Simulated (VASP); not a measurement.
Given:

```
CELL_PARAMETERS angstrom
      3.85631     0.00000     0.00000
     -1.92815     3.33966     0.00000
      0.00000     0.00000    19.49431
ATOMIC_POSITIONS crystal
  Se 0.66667 0.33333 0.41753
  Se 0.33333 0.66667 0.58247
  Sn 0.00000 0.00000 0.50000
```

The numbers are results of optB88-vdW, VASP's PBE PAW potentials (set 64) (plane waves; VASP), not measurements. Numerical set-up: PREC = Normal, 400 eV cut-off, 12×12×1 Γ-centred mesh, Gaussian smearing of 0.050 eV, potentials Se Sn_d.

Question: What does the run give for the energy per atom (σ→0)?

Answer: 
| Item | Result |
|---|---|
| energy per atom (σ→0) | -1.674 eV/atom |

The cell is a sheet with vacuum, built from SnSe2 (1T layered).
